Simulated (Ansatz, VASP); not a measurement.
# Cross-check of Te (Tellurium) between VASP and Ansatz, part 2 of 2

Aim: how closely do two programs agree when they are given the same cell, functional and k mesh? The cell is taken from a series of VASP runs on this material, whose earlier steps may have relaxed, scaled or displaced it; both programs get it as it stands.

VASP 6.6.1 and Ansatz 0.2.0.

So far: The starting structure; Ansatz: band structure, r2SCAN; VASP: band structure, r2SCAN; Side by side; Further runs.

## Step 6: VASP: single point, r2SCAN

Level of this step: r2SCAN; plane waves and PAW (Te) (VASP).

A single point gives forces, pressure and levels at one fixed geometry, so differences don't come from the geometry; what else differs is listed under the comparison.

The input, INCAR:

```
SYSTEM = Te
PREC = Accurate
ENCUT = 400
EDIFF = 1E-06
NELM = 100
ISMEAR = -5
SIGMA = 0.05
LREAL = .FALSE.
ALGO = Normal
METAGGA = R2SCAN
LASPH = .TRUE.
NBANDS = 22
LORBIT = 11
LWAVE = .FALSE.
LCHARG = .FALSE.
KPAR = 2
NEDOS = 2001
```

The input, POSCAR:

```
Te
1.0
    4.6053105293      0.0000000000      0.0000000000
   -2.3026552646      3.9883159107      0.0000000000
    0.0000000000      0.0000000000      5.9185311832
Te
3
Direct
    0.2547234923      0.0000000000      0.3333333333
    0.0000000000      0.2547234923      0.6666666667
    0.7452765077      0.7452765077      0.0000000000
```

The input, KPOINTS:

```
Automatic mesh
0
Gamma
7 7 5
0 0 0
```

Potentials, in the order of the species: Te (PBE family, release 64).

Run with:

```sh
$ mpirun -np 2 vasp_std
```

Numbers of over 12 decimals in the logs are rounded to 6 here.

The program printed:

```text
[banner, memory and clock lines left out]
running    2 mpi-ranks, on    1 nodes
[...]
[... a notice as in an earlier step ...]

 LDA part: xc-table for (None), standard interpolation
 POSCAR, INCAR and KPOINTS ok, starting setup
[...]
entering main loop
       N       E                     dE             d eps       ncg     rms          rms(c)
DAV:   1    -0.945687629724E+01   -0.94569E+01   -0.54380E+03  1408   0.539E+02
DAV:   2    -0.753431512909E+02   -0.65886E+02   -0.62794E+02  1728   0.104E+02
DAV:   3    -0.792619263491E+02   -0.39188E+01   -0.38880E+01  1768   0.258E+01
DAV:   4    -0.793225776216E+02   -0.60651E-01   -0.60643E-01  1762   0.382E+00
[...]
DAV:  10    -0.762436754003E+02   -0.17168E-03   -0.17783E-04  1576   0.685E-02    0.293E-02
DAV:  11    -0.762436980594E+02   -0.22659E-04   -0.32112E-05  1736   0.293E-02    0.703E-03
DAV:  12    -0.762436973205E+02    0.73893E-06   -0.19519E-06  1546   0.706E-03
   1 F= -.76243697E+02 E0= -.76243697E+02  d E =0.000000E+00
```

From OUTCAR (step 6):

```text
  Total        0.0045716      0.0045716     -0.0290031      0.0000000      0.0000000     -0.0000000
  in kB        0.0673778      0.0673778     -0.4274576      0.0000000      0.0000000     -0.0000000
  external PRESSURE =      -0.0975674 kB  Pullay stress =       0.0000000 kB

 POSITION                                       TOTAL-FORCE (eV/Angst)
 -----------------------------------------------------------------------------------
      1.17308      0.00000      1.97284         0.010934     -0.000000      0.000000
     -0.58654      1.01592      3.94569        -0.005467      0.009469      0.000000
      1.71611      2.97240      0.00000        -0.005467     -0.009469      0.000000
 -----------------------------------------------------------------------------------
    total drift:                                0.000001      0.000001      0.000000

  FREE ENERGIE OF THE ION-ELECTRON SYSTEM (eV)
  ---------------------------------------------------
  free  energy   TOTEN  =       -76.2436973205 eV

  energy  without entropy=      -76.2436973205  energy(sigma->0) =      -76.24369732

[... 1 part as in an earlier step ...]

[... 2 further parts left out ...]
[key lines of the parts left out:]
E-fermi :   4.8292
```

The gap is read on the k-mesh alone, so it is an upper bound where the band edges lie off the mesh.

## Step 7: Ansatz: single point, r2SCAN

The same cell, functional, mesh and smearing now go to Ansatz, which takes its cutoff from its data sets.

The cell is taken from a series of VASP runs on this material, whose earlier steps may have relaxed, scaled or displaced it; both programs get it as it stands.

The input, input.yaml:

```yaml
crystal:
  lattice:
    - [4.6053105293, 0.0, 0.0]
    - [-2.3026552646, 3.9883159107, 0.0]
    - [0.0, 0.0, 5.9185311832]
  atoms:
    - { symbol: Te, position: [0.2547234923, 0.0, 0.3333333333] }
    - { symbol: Te, position: [0.0, 0.2547234923, 0.6666666667] }
    - { symbol: Te, position: [0.7452765077, 0.7452765077, 0.0] }
hamiltonian:
  xc: r2scan
  pseudopotentials: { kind: paw }
kpoints:
  mp_grid: { grid: [7, 7, 5] }
scf:
  occupations: { method: tetrahedron }
output:
  forces: true
  stress: true
```

Run with:

```sh
$ ansatz run input.yaml --threads 2 --pin off --max-ram 4608MiB --backend cpu --events-out ev --progress --plain --runs-dir out
```

The program printed:

```text
Warning: output.forces, output.stress, relax.cell or npt_langevin: where a Kohn–Sham band that disperses or a degenerate level is filled in part under the method tetrahedron, the forces or the stress that this run publishes need not agree with its energy (scf.occupations.method in the input reference, under Limitations); prefer a smearing scheme for the forces or the stress
[...]
k-point 0: bands = [... 20 lower, 4.6411, 5.9469, 5.9469, 6.9466, 8.8473, 8.8473, 9.3813, 13.0764, ... 1 higher]
  k-point 1: bands = [... 20 lower, 4.9327, 5.9945, 6.0727, 6.8555, 8.6428, 8.6768, 9.0847, 12.8548, ... 1 higher]
  k-point 2: bands = [... 20 lower, 4.9362, 6.2225, 6.2520, 6.5950, 8.4137, 8.4692, 8.6248, 12.4258, ... 1 higher]
  k-point 31: bands = [... 20 lower, 3.2532, 6.0428, 7.0341, 7.4462, 8.5395, 9.4822, 9.9278, 13.3328, ... 1 higher]
[key lines of the parts left out:]
SCF converged after 7 iterations
Free energy (F): -20984.468220 eV
Fermi energy:    7.446162 eV
P = ⅓ Tr σ = -0.0345 GPa (-0.345 kbar)
```

Elapsed: 7.1 s, on 2 threads of Intel Xeon Platinum 8375C at 2.90GHz (Ice Lake), shared host; peak memory 0.64 GiB.

The run ends at a pressure of -0.03 GPa, with forces up to 0.019 eV/Å.

## Step 8: Side by side

Both answers:

```
              quantity  Ansatz   VASP  difference
        pressure (GPa)   -0.03  -0.01       -0.02
gap on the k mesh (eV)   0.968  0.956      +0.012
```

At this near-relaxed geometry the largest component of a force difference is 30 meV/Å. A gap on the mesh is an upper bound, since the band edges may lie between its points. Ansatz's pressure holds a Pulay correction of 0.02 GPa; VASP's holds none.

## Step 9: What the set-up changes

Further runs change the set-up of one program: Ansatz's method, potentials or start, or VASP's data sets, cutoff or form of LDA. The table gives Ansatz less VASP for each quantity, since a change that brings one quantity closer may part another.

```
                                        run  r.m.s. force difference (meV/Å)  pressure (GPa)  gap on the k mesh (eV)
                                   as above                               18          -0.025                   0.012
                       cores kept as stored                               17          -0.023                   0.012
          Ansatz's all-electron LAPW method                               21          -0.022                   0.017
    Ansatz's larger PAW set (cutoff 430 eV)                               19          -0.021                   0.015
norm-conserving potentials (cutoff 1230 eV)                               23          -0.041                   0.016
```

## Step 10: Ansatz: band structure, r2SCAN, spin-orbit coupling

Levels along a path test the potential and the projectors away from the mesh points.

The cell is taken from a series of VASP runs on this material, whose earlier steps may have relaxed, scaled or displaced it; both programs get it as it stands.

The input, input.yaml:

```yaml
crystal:
  lattice:
    - [4.6053105293, 0.0, 0.0]
    - [-2.3026552646, 3.9883159107, 0.0]
    - [0.0, 0.0, 5.9185311832]
  atoms:
    - { symbol: Te, position: [0.2547234923, 0.0, 0.3333333333] }
    - { symbol: Te, position: [0.0, 0.2547234923, 0.6666666667] }
    - { symbol: Te, position: [0.7452765077, 0.7452765077, 0.0] }
hamiltonian:
  xc: r2scan
  pseudopotentials: { kind: paw_fr }
magnetization:
  noncollinear: true
  spin_orbit: true
kpoints:
  mp_grid: { grid: [4, 4, 3] }
  band_path:
    path:
      - [0.0, 0.0, 0.0]
      - [0.13333, 0.0, 0.0]
      - [0.3, 0.0, 0.0]
      - [0.46667, 0.0, 0.0]
      - [0.46667, 0.06667, 0.0]
      - [0.41111, 0.17778, 0.0]
      - [0.35556, 0.28889, 0.0]
      - [0.28889, 0.28889, 0.0]
      - [0.17778, 0.17778, 0.0]
      - [0.06667, 0.06667, 0.0]
      - [0.0, 0.0, 0.03333]
      - [0.0, 0.0, 0.2]
      - [0.0, 0.0, 0.36667]
      - [0.0, 0.0, 0.5]
      - [0.16667, 0.0, 0.5]
      - [0.3, 0.0, 0.5]
      - [0.46667, 0.0, 0.5]
      - [0.46667, 0.06667, 0.5]
      - [0.41111, 0.17778, 0.5]
      - [0.35556, 0.28889, 0.5]
      - [0.33333, 0.33333, 0.5]
      - [0.28889, 0.28889, 0.5]
      - [0.17778, 0.17778, 0.5]
      - [0.06667, 0.06667, 0.5]
      - [0.5, 0.0, 0.46667]
      - [0.5, 0.0, 0.3]
      - [0.5, 0.0, 0.13333]
      - [0.33333, 0.33333, 0.0]
      - [0.33333, 0.33333, 0.16667]
      - [0.33333, 0.33333, 0.33333]
      - [0.33333, 0.33333, 0.46667]
      - [0.33333, 0.33333, 0.5]
    npoints: 1
scf:
  occupations: { method: gaussian, width: 0.05 }
  n_extra_bands: 14
output:
  forces: true
  stress: true
  eigenvalues: true
  write_density: true
  write_potential: true
  elf: true
  volumetric_format: npy
```

The program printed:

```text
[...]
non-collinear run that drives no moment, with spin-orbit: no starting moment large enough to seed its density (crystal.atoms[].spin), no starting occupations that ask for one, no magnetisation constraint and no magnetic field, so the semilocal B_xc is pinned to zero
Crystal: 3 atoms, lattice volume = 108.708 Å³
[...]
k-point 0: bands = [... 44 lower, 5.9731, 5.9731, 6.9435, 6.9435, 8.5624, 8.5624, 9.0562, 9.0562, ... 10 higher]
  k-point 1: bands = [... 44 lower, 6.1546, 6.2872, 6.6199, 6.7666, 8.3250, 8.3563, 8.5056, 8.7363, ... 10 higher]
  k-point 2: bands = [... 44 lower, 6.2896, 6.5617, 6.7085, 6.8518, 8.8071, 8.8720, 9.0513, 9.0887, ... 10 higher]
  k-point 8: bands = [... 44 lower, 6.5520, 6.6917, 7.2574, 7.4300, 8.6444, 8.7407, 9.5379, 9.5828, ... 10 higher]
[key lines of the parts left out:]
SCF converged after 7 iterations
Magnetization: |M| = 0.0000 μB,  M = (+0.0000, +0.0000, +0.0000) μB
Free energy (F): -20950.299212 eV
Fermi energy:    7.880006 eV
P = ⅓ Tr σ = 0.2909 GPa (2.909 kbar)
```

It took 26 s on 2 threads; peak memory 0.97 GiB.

## Step 11: VASP: band structure, r2SCAN, spin-orbit coupling

The same cell, functional, mesh and smearing now go to VASP, with its own data sets and cutoff.

The input, INCAR:

```
SYSTEM = Te
PREC = Accurate
ENCUT = 400
EDIFF = 1E-06
NELM = 100
ISMEAR = 0
SIGMA = 0.05
LREAL = .FALSE.
ALGO = Normal
METAGGA = R2SCAN
LASPH = .TRUE.
LNONCOLLINEAR = .TRUE.
MAGMOM = 0 0 0 0 0 0 0 0 0
NBANDS = 30
GGA_COMPAT = .FALSE.
LSORBIT = .TRUE.
LORBIT = 11
LWAVE = .FALSE.
LCHARG = .FALSE.
KPAR = 2
```

POSCAR is that of step 6.

The input, KPOINTS:

```
Automatic mesh
0
Gamma
4 4 3
0 0 0
```

The input, KPOINTS_OPT:

```
Line mode
16
Line-mode
Reciprocal
  0.00000000   0.00000000   0.00000000 GAMMA
  0.50000000   0.00000000   0.00000000 M

  0.50000000   0.00000000   0.00000000 M
  0.33333333   0.33333333   0.00000000 K

  0.33333333   0.33333333   0.00000000 K
  0.00000000   0.00000000   0.00000000 GAMMA

  0.00000000   0.00000000   0.00000000 GAMMA
  0.00000000   0.00000000   0.50000000 A

  0.00000000   0.00000000   0.50000000 A
  0.50000000   0.00000000   0.50000000 L

  0.50000000   0.00000000   0.50000000 L
  0.33333333   0.33333333   0.50000000 H

  0.33333333   0.33333333   0.50000000 H
  0.00000000   0.00000000   0.50000000 A

  0.50000000   0.00000000   0.50000000 L
  0.50000000   0.00000000   0.00000000 M

  0.33333333   0.33333333   0.00000000 K
  0.33333333   0.33333333   0.50000000 H
```

Run with:

```sh
$ mpirun -np 2 vasp_ncl
```

The program printed:

```text
[... set-up lines as in an earlier step ...]
 entering main loop
       N       E                     dE             d eps       ncg     rms          rms(c)
DAV:   1     0.130446955000E+01    0.13045E+01   -0.56185E+03   660   0.797E+02
DAV:   2    -0.740024577992E+02   -0.75307E+02   -0.72070E+02   870   0.141E+02
DAV:   3    -0.795345150770E+02   -0.55321E+01   -0.54856E+01   818   0.405E+01
DAV:   4    -0.796314507040E+02   -0.96936E-01   -0.96908E-01   786   0.639E+00
[...]
DAV:  12    -0.765534486482E+02   -0.64885E-05   -0.45873E-06   868   0.163E-02    0.103E-02
DAV:  13    -0.765534506648E+02   -0.20165E-05   -0.41188E-06   696   0.159E-02    0.666E-03
DAV:  14    -0.765534506898E+02   -0.25056E-07   -0.18244E-07   396   0.285E-03
   1 F= -.76553451E+02 E0= -.76553451E+02  d E =-.363138E-17  mag=     0.0000     0.0000    -0.0000
 Start KPOINTS_OPT (optional k-point list driver)
k-point batch [1-11\144]
       N       E                     dE             ncg
DAV:   1     0.867697544279E+03    0.56485E+02      660
DAV:   2    -0.225520668192E+02   -0.89025E+03      850
DAV:   3    -0.935736532549E+02   -0.71022E+02      802
DAV:   4    -0.949783282452E+02   -0.14047E+01      846
DAV:   5    -0.949979176736E+02   -0.19589E-01      780
DAV:   6    -0.949985651947E+02   -0.64752E-03      854
DAV:   7    -0.949985749297E+02   -0.97351E-05      782
DAV:   8    -0.949985751972E+02   -0.26742E-06      582
[...]
k-point batch [144-144\144]
       N       E                     dE             ncg
DAV:   1     0.466590053368E+04   -0.43214E+03       60
DAV:   2     0.459404424763E+04   -0.71856E+02       88
DAV:   3     0.458896765737E+04   -0.50766E+01       72
DAV:   4     0.458885971713E+04   -0.10794E+00       80
DAV:   5     0.458885870339E+04   -0.10137E-02       66
DAV:   6     0.458885867319E+04   -0.30208E-04       80
DAV:   7     0.458885867242E+04   -0.76768E-06       60
```

OUTCAR, selected parts (step 11):

```text
  Total        0.2456664      0.2456664      0.1742531      0.0000000      0.0000000      0.0000000
  in kB        3.6207117      3.6207117      2.5681989      0.0000000      0.0000000      0.0000000
  external PRESSURE =       3.2698741 kB  Pullay stress =       0.0000000 kB

 POSITION                                       TOTAL-FORCE (eV/Angst)
 -----------------------------------------------------------------------------------
      1.17308      0.00000      1.97284         0.049331     -0.000000      0.000000
     -0.58654      1.01592      3.94569        -0.024665      0.042721     -0.000000
      1.71611      2.97240      0.00000        -0.024665     -0.042721     -0.000000
 -----------------------------------------------------------------------------------
    total drift:                               -0.000000     -0.000000     -0.000000

  FREE ENERGIE OF THE ION-ELECTRON SYSTEM (eV)
  ---------------------------------------------------
  free  energy   TOTEN  =       -76.5534506898 eV

  energy  without entropy=      -76.5534506898  energy(sigma->0) =      -76.55345069

 magnetization (x)
# of ion       s       p       d       tot
------------------------------------------
    1       -0.000   0.000   0.000  -0.000
    2        0.000  -0.000  -0.000   0.000
    3        0.000  -0.000  -0.000   0.000
--------------------------------------------------
tot          0.000  -0.000  -0.000   0.000

 magnetization (y)
# of ion       s       p       d       tot
------------------------------------------
    1       -0.000   0.000  -0.000  -0.000
    2       -0.000   0.000   0.000  -0.000
    3        0.000  -0.000  -0.000   0.000
--------------------------------------------------
tot         -0.000   0.000  -0.000   0.000

 magnetization (z)
# of ion       s       p       d       tot
------------------------------------------
    1        0.000   0.000   0.000   0.000
    2        0.000   0.000  -0.000  -0.000
    3        0.000   0.000  -0.000  -0.000
--------------------------------------------------
tot          0.000   0.000   0.000   0.000

[... 1 part as in an earlier step ...]

[... 2 further parts left out ...]
[key lines of the parts left out:]
E-fermi :   5.1002
```

The run ends at a pressure of 0.33 GPa, with forces up to 0.049 eV/Å.

## Step 12: Side by side

What differs besides the data sets and the points named for the pairs above, as far as they apply: spin-orbit coupling enters by fully relativistic files in Ansatz and inside the spheres in VASP; the data sets hold 48 valence electrons in Ansatz (fully relativistic PAW (standard-fr) files) and 18 in VASP. Total energies have different zeros and are not compared.

The two programs side by side:

```
                     quantity  Ansatz   VASP  difference
               pressure (GPa)    0.29   0.33       -0.04
gap over the path points (eV)   0.324  0.292      +0.031
```

Forces (eV/Å; atoms numbered as in POSCAR):

```
atom         Ansatz x, y, z           VASP x, y, z
 Te1    0.013, 0.000, 0.000    0.049, 0.000, 0.000
 Te2   -0.007, 0.012, 0.000   -0.025, 0.043, 0.000
 Te3  -0.007, -0.012, 0.000  -0.025, -0.043, 0.000
```

Levels at points of the path, from each program's valence-band top (eV; 8 filled, then empty):

```
k (reciprocal lattice)                                                                         Ansatz                                                                           VASP
     0.000 0.000 0.000  -2.96 -2.96 -1.84 -1.84 -1.82 -1.82 -0.85 -0.85 0.76 0.76 1.26 1.26 1.71 1.71  -2.97 -2.97 -1.85 -1.85 -1.84 -1.84 -0.85 -0.85 0.76 0.76 1.24 1.24 1.71 1.71
     0.133 0.000 0.000  -3.36 -3.07 -1.77 -1.60 -1.38 -1.31 -0.89 -0.84 0.81 0.85 1.10 1.15 1.60 1.68  -3.36 -3.08 -1.77 -1.61 -1.38 -1.32 -0.89 -0.85 0.79 0.84 1.08 1.13 1.59 1.68
     0.300 0.000 0.000  -3.73 -3.49 -2.25 -2.13 -1.48 -1.27 -1.12 -0.98 1.03 1.12 1.27 1.30 2.43 2.45  -3.74 -3.50 -2.25 -2.14 -1.48 -1.27 -1.12 -0.98 1.02 1.11 1.26 1.29 2.43 2.45
     0.467 0.000 0.000  -3.73 -3.57 -3.35 -3.24 -1.46 -1.42 -1.11 -1.08 1.09 1.12 1.26 1.27 3.56 3.56  -3.73 -3.58 -3.35 -3.25 -1.46 -1.43 -1.12 -1.09 1.07 1.10 1.25 1.26 3.54 3.54
     0.467 0.067 0.000  -3.61 -3.60 -3.34 -3.32 -1.59 -1.55 -1.28 -1.26 1.22 1.24 1.47 1.47 3.60 3.62  -3.61 -3.60 -3.35 -3.33 -1.59 -1.56 -1.28 -1.27 1.21 1.23 1.46 1.46 3.60 3.61
     0.411 0.178 0.000  -3.46 -3.43 -3.25 -3.20 -2.20 -2.11 -1.91 -1.90 1.84 1.88 2.24 2.26 3.41 3.41  -3.46 -3.43 -3.26 -3.21 -2.20 -2.12 -1.92 -1.91 1.83 1.86 2.24 2.25 3.41 3.41
     0.356 0.289 0.000  -3.25 -3.19 -3.12 -3.00 -2.84 -2.71 -2.37 -2.37 2.52 2.56 2.81 2.82 3.13 3.14  -3.26 -3.20 -3.13 -3.00 -2.84 -2.72 -2.38 -2.37 2.51 2.55 2.80 2.81 3.14 3.14
     0.289 0.289 0.000  -3.39 -3.20 -2.99 -2.94 -2.67 -2.63 -2.29 -2.27 2.38 2.42 2.79 2.79 3.02 3.02  -3.40 -3.21 -2.99 -2.94 -2.67 -2.64 -2.29 -2.28 2.37 2.41 2.78 2.78 3.02 3.03
     0.178 0.178 0.000  -3.36 -3.19 -2.17 -2.03 -1.84 -1.77 -1.44 -1.38 1.58 1.63 1.75 1.78 2.09 2.10  -3.37 -3.19 -2.17 -2.04 -1.84 -1.77 -1.45 -1.39 1.57 1.62 1.73 1.76 2.10 2.10
     0.067 0.067 0.000  -3.23 -3.00 -1.83 -1.69 -1.40 -1.36 -0.84 -0.84 0.78 0.79 1.14 1.15 1.61 1.69  -3.23 -3.01 -1.84 -1.70 -1.40 -1.36 -0.84 -0.84 0.77 0.78 1.12 1.13 1.61 1.69
```

The forces differ by 21 meV/Å r.m.s., where the r.m.s. force is 0.008 eV/Å in Ansatz and 0.028 eV/Å in VASP: the cell lies near the minimum of Ansatz, so a percentage would say little (all taken over all components). Among the levels compared at these points, filled levels agree within 19 meV and empty ones within 31 meV. Ansatz's pressure holds a Pulay correction of 0.02 GPa; VASP's holds none.

## Step 13: What the set-up changes

Further runs change the set-up of one program: Ansatz's method, potentials or start, or VASP's data sets, cutoff or form of LDA. The table gives Ansatz less VASP for each quantity, since a change that brings one quantity closer may part another.

```
                                        run  r.m.s. force difference (meV/Å)  pressure (GPa)  gap over the path points (eV)
                                   as above                               21          -0.036                          0.031
                       cores kept as stored                               20          -0.034                          0.031
    Ansatz's larger PAW set (cutoff 430 eV)                               22          -0.032                          0.034
norm-conserving potentials (cutoff 1230 eV)                               13          -0.027                          0.013
```

## Step 14: What came out

| Quantity | Value |
| --- | --- |
| r.m.s. force difference (band structure, r2SCAN) | 17 meV/Å |
| r.m.s. force difference (single point, r2SCAN) | 18 meV/Å |
| r.m.s. force difference (band structure, r2SCAN, spin-orbit coupling) | 21 meV/Å |

In words: The r.m.s. force difference is 21 meV/Å (band structure, r2SCAN, spin-orbit coupling), beyond the 12 meV/Å picked in this series as the mark of a large difference. Band structure, r2SCAN, norm-conserving potentials (cutoff 1230 eV): r.m.s. force difference goes from 17 to 23 meV/Å; the difference in pressure goes from -0.025 to -0.041 GPa. Single point, r2SCAN, Ansatz's all-electron LAPW method: the difference in gap on the k mesh goes from 0.012 to 0.017 eV. Single point, r2SCAN, norm-conserving potentials (cutoff 1230 eV): r.m.s. force difference goes from 18 to 23 meV/Å; the difference in pressure goes from -0.025 to -0.041 GPa; the difference in gap on the k mesh goes from 0.012 to 0.016 eV. Band structure, r2SCAN, spin-orbit coupling, norm-conserving potentials (cutoff 1230 eV): r.m.s. force difference goes from 21 to 13 meV/Å; the difference in gap over the path points goes from 0.031 to 0.013 eV. Such differences can come from data sets, numerical settings and the points named under the comparisons, not from the functional's error against experiment.

[Lines on the potential files, build, host, timing and source positions are cut from VASP's logs without a mark.]

[Logs are printed without paths, hosts, clocks, repeated set-up lines and the standing remarks that a program may print on its own settings, such as how far it seeks lower states.]

[Hosts, paths, dates, database ids (printed as entryN), source tags and the programs' standing remarks are cut or masked in the printed files.]
